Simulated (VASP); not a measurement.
VASP input:

POSCAR:
```
Mg
1
    1.6050000000    -2.7799420000     0.0000000000
    1.6050000000     2.7799420000     0.0000000000
    0.0000000000     0.0000000000     5.2100000000
Mg
2
Direct
  0.3418470000   0.6637930000   0.2499820000
  0.6581530000   0.3362070000   0.7500180000
```

**INCAR**
```
! general
SYSTEM = Mg
PREC   = Accurate
ENCUT  = 300
LREAL  = F
LASPH  = T

! electronic loop
EDIFF  = 1E-6
NELM   = 100
ALGO   = Normal

! smearing
ISMEAR = 0
SIGMA  = 0.272

! functional
GGA    = PE

! ions
ISIF   = 2

! output
LWAVE  = F
LCHARG = F
```

File KPOINTS:
```
Automatic
0
gamma
7 7 4
```

POTCAR, in this order: Mg (PBE.64 set). Program: vasp_std.

Problem. Translate this PBE calculation to Ansatz.

Solution. One equivalent input (not run):
Ansatz 0.2 input:
```yaml
crystal:
  lattice:
    - [1.6050000, -2.7799420, 0.0000000]
    - [1.6050000, 2.7799420, 0.0000000]
    - [0.0000000, 0.0000000, 5.2100000]
  atoms:
    - { symbol: Mg, position: [0.3418470, 0.6637930, 0.2499820] }
    - { symbol: Mg, position: [0.6581530, 0.3362070, 0.7500180] }
kpoints:
  mp_grid: { grid: [7, 7, 4] }
hamiltonian:
  xc: pbe
  pseudopotentials: { kind: paw }
scf:
  occupations: { method: gaussian, width: 0.272 }
  max_iter: 100
output: { forces: true, stress: true, eigenvalues: true }
```
The two are equivalent in intent, not identical: each code has its own PAW files, so the cut-off isn't converted (ENCUT is set for VASP's; basis.ecutwfc is left out, and Ansatz then takes the one that its files recommend); Ansatz stops its SCF on the density residual and VASP on the energy change (EDIFF).

The structure is a typed Mg crystal. The cell was not relaxed at this level. The k-mesh is coarse (spacing up to 0.32 per Å, 2π included), so the numbers may not be converged in it.
